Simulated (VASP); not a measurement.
Given:

```xyz
6
Lattice="4.3324 0.0000 0.0000 0.0000 4.3324 0.0000 0.0000 0.0000 2.8645" Properties=species:S:1:pos:R:3 pbc="T T T"
Cr     0.0000     0.0000     0.0000
Cr     2.1662     2.1662     1.4323
O      1.3103     1.3103     0.0000
O      3.4765     0.8559     1.4323
O      0.8559     3.4765     1.4323
O      3.0221     3.0221     0.0000
```
Starting moments (μB, in the order of the record's atoms Cr Cr O O O O): 2.1 2.1 -0.1 -0.1 -0.1 -0.1.

These are PBEsol GGA, VASP's PBE PAW potentials (set 64) (plane waves; VASP 6.6.1) values and carry that method's errors. Settings: 620 eV cut-off, 7×7×11 Γ-centred mesh, first-order Methfessel-Paxton smearing of 0.10 eV, potentials Cr_pv O.

Energy and stress use the plane-wave basis of the starting cell.

Q: The ions, cell shape and volume at an external pressure of 20.0 GPa are relaxed. Which structure does the run end with?

A: 
```xyz
6
Lattice="4.2835 0.0000 0.0000 0.0000 4.2835 0.0000 0.0000 0.0000 2.8414" Properties=species:S:1:pos:R:3 pbc="T T T"
Cr     0.0000     0.0000     0.0000
Cr     2.1418     2.1418     1.4207
O      1.2935     1.2935     0.0000
O      3.4353     0.8483     1.4207
O      0.8483     3.4353     1.4207
O      2.9900     2.9900     0.0000
```
Space group P4_2/mnm (136), at a tolerance of 0.03 Å. The cell ends with 4.00 μB, on the sites 2.02 2.02 -0.04 -0.04 -0.04 -0.04 μB.

Q: How do energy and volume change from the first to the last step?

A: The energy (σ→0) changes by +25.4 meV/atom and the volume by -3.0 %, in 6 ionic steps.

| step | E(σ→0) (eV) | max force (eV/Å) | pressure (GPa) | volume (Å³) |
|---|---|---|---|---|
| 1 | -52.9840 | 0.009 | 10.02 | 53.77 |
| 2 | -52.3436 | 0.274 | 40.57 | 49.54 |
| 3 | -52.8403 | 0.084 | 19.69 | 52.21 |
| 4 | -52.8351 | 0.087 | 20.13 | 52.17 |
| 5 | -52.8309 | 0.035 | 20.13 | 52.13 |
| 6 | -52.8318 | 0.015 | 20.11 | 52.14 |

The compound is CrO2 in the rutile structure. This run relaxes it under an external pressure of 20 GPa. Symmetry was kept, so distortions that lower it aren't found.
